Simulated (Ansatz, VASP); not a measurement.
# Cross-check of Sb (antimonene 4 layers, AA') between VASP and Ansatz, part 2 of 2

One calculation is typed for both programs; each brings its own data sets. How far apart do they land? The structure shown is the start of the Ansatz relaxation below; VASP solves that cell, so the two are compared at the walk's first step.

VASP 6.6.1 and Ansatz 0.2.0.

So far: The structure; Ansatz: relaxation, PBE with D3(BJ).

## (3) VASP: single point, PBE with D3(BJ), start cell

Level of this step: PBE with D3(BJ); plane waves and PAW (Sb) (VASP).

The same cell, functional, mesh and smearing now go to VASP, with its own data sets.

Lines of VASP's logs that name or quote its potential files are left out, and so is its time.

INCAR

```
SYSTEM = Sb
PREC = Accurate
ENCUT = 400
EDIFF = 1E-06
NELM = 120
ISMEAR = -1
SIGMA = 0.05
LREAL = .FALSE.
ALGO = Normal
GGA = PE
IVDW = 12
NBANDS = 28
LORBIT = 11
LWAVE = .FALSE.
LCHARG = .FALSE.
ISIF = 2
LDIPOL = .TRUE.
IDIPOL = 3
DIPOL = 0.5 0.5 0.5
LVHAR = .TRUE.
LASPH = .TRUE.
GGA_COMPAT = .FALSE.
EFERMI = MIDGAP
NELMDL = -8
KPAR = 2
```

POSCAR

```
Sb
1.0
    4.1200000000      0.0000000000      0.0000000000
   -2.0600000000      3.5680250000      0.0000000000
    0.0000000000      0.0000000000     62.2000000000
Sb
8
Direct
    0.6666667134      0.3333334268      0.3745980707
    0.3333333801      0.6666667601      0.4011254019
    0.3333333801      0.6666667601      0.4493569132
    0.6666667134      0.3333334268      0.4758842444
    0.6666667134      0.3333334268      0.5241157556
    0.3333333801      0.6666667601      0.5506430868
    0.3333333801      0.6666667601      0.5988745981
    0.6666667134      0.3333334268      0.6254019293
```

KPOINTS

```
Automatic mesh
0
Gamma
12 12 1
0 0 0
```

PAW data sets: Sb (PBE family, release 64).

Launch:

```bash
mpirun -np 2 vasp_std
```

Numbers of over 12 decimals in the logs are rounded to 6 here.

Log:

```text
[banner, memory and clock lines left out]
running    2 mpi-ranks, on    1 nodes
 distrk:  each k-point on    1 cores,    2 groups
 distr:  one band on    1 cores,    1 groups

 POSCAR found type information on POSCAR Sb
 POSCAR found :  1 types and       8 ions
 LDA part: xc-table for (Slater+PW92), standard interpolation
|                                                                             |
|           W    W    AA    RRRRR   N    N  II  N    N   GGGG   !!!           |
|           W    W   A  A   R    R  NN   N  II  NN   N  G    G  !!!           |
|           W    W  A    A  R    R  N N  N  II  N N  N  G       !!!           |
|           W WW W  AAAAAA  RRRRR   N  N N  II  N  N N  G  GGG   !            |
|           WW  WW  A    A  R   R   N   NN  II  N   NN  G    G                |
|           W    W  A    A  R    R  N    N  II  N    N   GGGG   !!!           |
|                                                                             |
|     One of the lattice vectors is very long (>50 A), but AMIN is rather     |
|     large. This can spoil convergence since charge sloshing might occur     |
|     along the long lattice vector. If problems with convergence are         |
|     observed, try to decrease AMIN to a smaller value (e.g. 0.01).          |
|     Note: This warning only applies if the self-consistency cycle is        |
|     used.                                                                   |
|                                                                             |

 POSCAR, INCAR and KPOINTS ok, starting setup
 FFT: planning ... GRIDC
 FFT: planning ... GRID_SOFT
 FFT: planning ... GRID
 WAVECAR not read
 entering main loop
       N       E                     dE             d eps       ncg     rms          rms(c)
DAV:   1     0.241509454532E+03    0.24151E+03   -0.95369E+03  1064   0.773E+02
DAV:   2    -0.316629766699E+01   -0.24468E+03   -0.23656E+03  1608   0.150E+02
DAV:   3    -0.304646823252E+02   -0.27298E+02   -0.27047E+02  1244   0.563E+01
DAV:   4    -0.314439313631E+02   -0.97925E+00   -0.97521E+00  1484   0.128E+01
DAV:   5    -0.314729508710E+02   -0.29020E-01   -0.29001E-01  1588   0.260E+00
DAV:   6    -0.314738912544E+02   -0.94038E-03   -0.94030E-03  1564   0.426E-01
DAV:   7    -0.314739365710E+02   -0.45317E-04   -0.45313E-04  1540   0.846E-02
DAV:   8    -0.314739391302E+02   -0.25592E-05   -0.25587E-05  1448   0.166E-02    0.601E+00
DAV:   9    -0.313923159026E+02    0.81623E-01   -0.96070E-02  1456   0.135E+00    0.366E+00
DAV:  10    -0.313857218197E+02    0.65941E-02   -0.42392E-01  1436   0.296E+00    0.703E-01
DAV:  11    -0.313466528648E+02    0.39069E-01   -0.24897E-01  1484   0.228E+00    0.170E-01
DAV:  12    -0.313486365879E+02   -0.19837E-02   -0.20915E-02  1276   0.619E-01    0.155E-01
DAV:  13    -0.313483625993E+02    0.27399E-03   -0.10548E-03  1408   0.172E-01    0.139E-01
DAV:  14    -0.313481730316E+02    0.18957E-03   -0.14156E-03  1236   0.140E-01    0.407E-02
[...]
DAV:  21    -0.313483414124E+02   -0.12748E-04   -0.14962E-06  1012   0.424E-03    0.545E-03
DAV:  22    -0.313483607195E+02   -0.19307E-04   -0.25895E-06   972   0.500E-03    0.411E-03
DAV:  23    -0.313483753573E+02   -0.14638E-04   -0.10941E-06   888   0.366E-03    0.130E-03
DAV:  24    -0.313483805315E+02   -0.51742E-05   -0.16213E-07   768   0.150E-03    0.204E-03
DAV:  25    -0.313483891507E+02   -0.86192E-05   -0.25961E-07   832   0.158E-03    0.450E-04
DAV:  26    -0.313483918692E+02   -0.27185E-05   -0.70872E-08   776   0.792E-04    0.875E-04
DAV:  27    -0.313483939034E+02   -0.20342E-05   -0.40181E-08   740   0.686E-04    0.157E-04
DAV:  28    -0.313483946283E+02   -0.72495E-06   -0.67973E-09   664   0.353E-04
   1 F= -.34230352E+02 E0= -.34213226E+02  d E =-.342510E-01
```

Parts of OUTCAR (step 3):

```text
ion  position               nearest neighbor table
   1  0.667  0.333  0.375-   2 2.89   2 2.89   2 2.89
   2  0.333  0.667  0.401-   1 2.89   1 2.89   1 2.89   3 3.00
   3  0.333  0.667  0.449-   4 2.89   4 2.89   4 2.89   2 3.00
   4  0.667  0.333  0.476-   3 2.89   3 2.89   3 2.89   5 3.00
   5  0.667  0.333  0.524-   6 2.89   6 2.89   6 2.89   4 3.00
   6  0.333  0.667  0.551-   5 2.89   5 2.89   5 2.89   7 3.00
   7  0.333  0.667  0.599-   8 2.89   8 2.89   8 2.89   6 3.00
   8  0.667  0.333  0.625-   7 2.89   7 2.89   7 2.89

  LATTYP: Found a hexagonal cell.
 ALAT       =     4.1200000000
 C/A-ratio  =    15.0970873786

 Subroutine GETGRP returns: Found 12 space group operations
 (whereof 12 operations were pure point group operations)

The static configuration has the point symmetry D_3h.

 Found     19 irreducible k-points:

   k-points           NKPTS =     19   k-points in BZ     NKDIM =     19   number of bands    NBANDS=     28

   dimension x,y,z NGX =    28 NGY =   28 NGZ =  420
   dimension x,y,z NGXF=    56 NGYF=   56 NGZF=  840

   ENCUT  =  400.0 eV  29.40 Ry    5.42 a.u.   6.72  6.72101.43*2*pi/ulx,y,z

   NELECT =      40.0000    total number of electrons

 k-points in reciprocal lattice and weights: Automatic mesh
   0.00000000  0.00000000  0.00000000       0.007
   0.08333333 -0.00000000  0.00000000       0.042
   0.16666667 -0.00000000  0.00000000       0.042
   0.25000000 -0.00000000  0.00000000       0.042
   0.33333333 -0.00000000  0.00000000       0.042
   0.41666667 -0.00000000  0.00000000       0.042
   0.50000000 -0.00000000  0.00000000       0.021
   0.08333333  0.08333333  0.00000000       0.042
   0.16666667  0.08333333  0.00000000       0.083
[...]
0.33333333  0.25000000  0.00000000       0.083
   0.33333333  0.33333333  0.00000000       0.014

 dipolmoment           0.000000      0.000000     -0.000000 electrons x Angstroem

 average (electrostatic) potential at core
       1 -94.1120       2 -94.1730       3 -94.1309       4 -94.1175       5 -94.1175
       6 -94.1309       7 -94.1730       8 -94.1120

 E-fermi :  -1.0171

 k-point     1 :       0.0000    0.0000    0.0000
  band No.  band energies     occupation
    ...
     15      -1.7983      2.00000
     16      -1.7983      2.00000
     17      -1.5975      1.99998
     18      -1.5975      1.99998
     19      -1.5874      1.99998
     20      -0.6175      0.00068
     21      -0.4495      0.00002
     22       0.3758      0.00000
     23       0.3758      0.00000
     24       0.6779      0.00000
    ...

 k-point     2 :       0.0833   -0.0000    0.0000
  band No.  band energies     occupation
    ...
     15      -2.1912      2.00000
     16      -2.0865      2.00000
     17      -1.9630      2.00000
     18      -1.7652      2.00000
     19      -1.3219      1.99551
     20      -0.2440      0.00000
     21      -0.0991      0.00000
     22       0.3396      0.00000
     23       0.4854      0.00000
     24       0.5078      0.00000
    ...

 k-point     3 :       0.1667   -0.0000    0.0000
  band No.  band energies     occupation
    ...
     15      -2.5552      2.00000
     16      -2.5439      2.00000
     17      -2.3319      2.00000
     18      -2.1390      2.00000
     19      -1.3527      1.99757
     20      -0.6280      0.00083
     21      -0.4258      0.00001
     22       0.1260      0.00000
     23       0.3255      0.00000
     24       0.6671      0.00000
    ...

 Edisp (eV)   -2.88196

  Total       0.00850     0.00850     7.30738     0.00000     0.00000    -0.00000
  in kB       0.01489     0.01489    12.80433     0.00000     0.00000    -0.00000
  external pressure =        4.28 kB  Pullay stress =        0.00 kB

  energy-cutoff  :      400.00
  volume of cell :      914.36
      direct lattice vectors                 reciprocal lattice vectors
     4.120000000  0.000000000  0.000000000     0.242718447  0.140133547  0.000000000
    -2.060000000  3.568025000  0.000000000     0.000000000  0.280267095  0.000000000
     0.000000000  0.000000000 62.200000000     0.000000000  0.000000000  0.016077170

 POSITION                                       TOTAL-FORCE (eV/Angst)
 -----------------------------------------------------------------------------------
      2.06000      1.18934     23.30000         0.000000      0.000000     -0.066821
      0.00000      2.37868     24.95000         0.000000      0.000000     -0.742731
      0.00000      2.37868     27.95000        -0.000000     -0.000000      0.442138
      2.06000      1.18934     29.60000        -0.000000      0.000000      0.026279
      2.06000      1.18934     32.60000        -0.000000      0.000000     -0.026279
      0.00000      2.37868     34.25000        -0.000000     -0.000000     -0.442138
      0.00000      2.37868     37.25000         0.000000      0.000000      0.742731
      2.06000      1.18934     38.90000         0.000000      0.000000      0.066821
 -----------------------------------------------------------------------------------
    total drift:                               -0.000000     -0.000472     -0.000000

  FREE ENERGIE OF THE ION-ELECTRON SYSTEM (eV)
  ---------------------------------------------------
  free  energy   TOTEN  =       -34.2303515318 eV

  energy  without entropy=      -34.1961005163  energy(sigma->0) =      -34.21322602

 vacuum level on the upper side and lower side of the slab         3.009         3.009

 total charge
# of ion       s       p       d       tot
------------------------------------------
    1        1.216   1.150   0.027   2.393
    2        1.222   1.166   0.034   2.421
    3        1.236   1.148   0.035   2.419
    4        1.223   1.155   0.036   2.413
    5        1.223   1.155   0.036   2.413
    6        1.236   1.148   0.035   2.419
    7        1.222   1.166   0.034   2.421
    8        1.216   1.150   0.027   2.393
--------------------------------------------------
tot          9.795   9.235   0.262  19.292

[... 3 further parts left out ...]
```

## (4) Differences

Known differences besides the potentials themselves: Ansatz cuts the interaction across the vacuum, VASP repeats the sheet with a dipole correction; the data sets hold 120 valence electrons in Ansatz (on its PAW soft_1 files) and 40 in VASP; the cutoff is 420 eV in Ansatz and 400 eV in VASP. Total energies have different zeros and are not compared.

Forces (eV/Å; atoms numbered as in POSCAR):

```
atom        Ansatz x, y, z          VASP x, y, z
 Sb1  0.000, 0.000, -0.013  0.000, 0.000, -0.067
 Sb2  0.000, 0.000, -0.809  0.000, 0.000, -0.743
 Sb3   0.000, 0.000, 0.492   0.000, 0.000, 0.442
 Sb4  0.000, 0.000, -0.025   0.000, 0.000, 0.026
 Sb5   0.000, 0.000, 0.025  0.000, 0.000, -0.026
 Sb6  0.000, 0.000, -0.492  0.000, 0.000, -0.442
 Sb7   0.000, 0.000, 0.809   0.000, 0.000, 0.743
 Sb8   0.000, 0.000, 0.013   0.000, 0.000, 0.067
```

The forces differ by 32 meV/Å r.m.s., which is 12.9 % of the r.m.s. force of 0.250 eV/Å (both taken over all components). With vacuum in the cell, a pressure given here is an average over mostly empty space and none of the material.

## (5) Other set-ups

Further runs change the set-up of one program: Ansatz's method, potentials or start, or VASP's data sets, cutoff or form of LDA. The table gives that difference for each run.

```csv
run,r.m.s. force difference (meV/Å)
as above,32
VASP with the data sets Sb_d_GW,1.9
```

## (6) What came out

| Property | Result |
| --- | --- |
| r.m.s. force difference (single point, PBE with D3(BJ), start cell) | 13 % of the r.m.s. force |

In words: The r.m.s. force difference is 13 % of the r.m.s. force (single point, PBE with D3(BJ), start cell), beyond the 3 % picked in this series as the mark of a large difference. The data sets hold unlike numbers of valence electrons (120 in Ansatz and 40 in VASP), so part of the differences comes from the potentials. Single point, PBE with D3(BJ), start cell, VASP with the data sets Sb_d_GW: r.m.s. force difference goes from 32 to 1.9 meV/Å. 1 further run of this series is not shown here. Such differences can come from data sets, numerical settings and the points named under the comparisons, not from the functional's error against experiment.

[Lines on the potential files, build, host, timing and source positions are cut from VASP's logs without a mark.]

[Logs are printed without paths, hosts, clocks, repeated set-up lines and the standing remarks that a program may print on its own settings, such as how far it seeks lower states.]

[Hosts, paths, dates, database ids (printed as entryN), source tags and the programs' standing remarks are cut or masked in the printed files.]
